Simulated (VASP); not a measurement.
C (diamond): the LDA mean ε∞ (DFPT) against the volume, with the cell scaled uniformly; LDA's own equilibrium is at 5.526 Å³/atom. VASP (PAW), 520 eV cut-off, 15×15×15 Γ-centred mesh, Gaussian smearing of 0.010 eV, potentials C.  Fit the value as a straight line in ln V.

```
V (Å³/atom)  LDA mean ε∞ (DFPT)
-----------  ------------------
4.863                      5.61
5.028                      5.65
5.194                      5.69
5.36                       5.72
5.526                      5.77
5.691                      5.81
```

Q: Fit the rows as the text says and predict the value at 5.857.

A: The slope against ln V is 1.26. The line misses the rows by up to 0.01 and gives 5.84 at 5.857. The run gave 5.85, +0.01 from the line.

Left out are failed runs and those whose mesh is unfit for this quantity.

The compound is C in the diamond structure.
